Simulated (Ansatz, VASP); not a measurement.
## Two plane-wave programs on Si

```xyz
2
Lattice="0.0000 2.7168 2.7168 2.7168 0.0000 2.7168 2.7168 2.7168 0.0000" Properties=species:S:1:pos:R:3 pbc="T T T"
Si    4.0752    4.0752    4.0752
Si    2.7168    2.7168    2.7168
```

Alike in both runs: task single point; functional PBEsol; k mesh 12 × 12 × 12; occupations gaussian, width 0.02 eV; no spin polarisation.

|  | VASP | Ansatz |
| --- | --- | --- |
| version | VASP 6.6.1 | Ansatz 0.2.0 |
| potentials or method | VASP PAW PBE potentials, release 64 (Si) | scalar-relativistic, plane waves, PAW |
| plane-wave cutoff (eV) | 520 | 420 |
| valence electrons in the cell | 8 | 8 |

```tsv
	VASP	Ansatz	Ansatz less VASP
gap on the k mesh at the Fermi level (eV)	0.46	0.46	+0.005
least direct gap on the mesh (eV)	2.52	2.52	+0.003
pressure (GPa)	0.1	0.0	-0.11
```

Caveats: the PAW data sets were made with another functional, which shifts forces and pressure a little (VASP). A k mesh can miss the band edges.
